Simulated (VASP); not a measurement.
Input:

```xyz
4
Lattice="-1.5951 1.5951 3.6489 1.5951 -1.5951 3.6489 1.5951 1.5951 -3.6489" Properties=species:S:1:pos:R:3 pbc="T T T"
Co     0.0000     0.0000     5.1663
Co     1.5951     0.0000     3.3419
Si     0.0000     0.0000     1.5185
Si     0.0000     1.5951     3.3430
```

Method: PBEsol GGA, VASP's PBE PAW potentials (set 64) (plane waves; VASP 6.6.1). Settings: 480 eV cut-off, 12×12×12 Γ-centred mesh, first-order Methfessel-Paxton smearing of 0.10 eV, potentials Co Si.

Task: Give the stress tensor in GPa (positive for a compressed cell).

Result: 
```
40.99   0.00   0.00
 0.00  40.99   0.00
 0.00   0.00  36.57
```
The pressure is its mean diagonal, 39.52 GPa.

The structure was generated: CoSi was put into the NbAs type (I4_1md), which need not be its known phase. This cell was strained or had an atom moved on purpose. The run is not spin-polarised, so no magnetic state was tried.
